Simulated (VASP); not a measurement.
Given:

```
CELL_PARAMETERS angstrom
      0.00000     3.17950     3.17950
      3.17950     0.00000     3.17950
      3.17950     3.17950     0.00000
ATOMIC_POSITIONS crystal
  K  0.00000 0.00000 0.00000
  Cl 0.50000 0.50000 0.50000
```

The numbers are results of TPSS meta-GGA, VASP's PBE PAW potentials (set 64) (plane waves; VASP 6.6.1), not measurements. Run with 520 eV cut-off, 7×7×7 Γ-centred mesh, Gaussian smearing of 0.050 eV, potentials K_sv Cl.

### Question
What does the run give for the energy per atom (σ→0), band gap (on the k-mesh) with the smallest direct gap where there is one?

### Answer

```
Item                                          Value
-----------------------------------  --------------
band gap (on the k-mesh)                    5.61 eV
smallest direct gap (on the k-mesh)         5.61 eV
energy per atom (σ→0)                -9.414 eV/atom
```

Only differences to runs with the same potentials and settings are physical.

The compound is KCl in the rock salt structure. This cell is one point of a volume scan, at 0.97 of the reference volume.
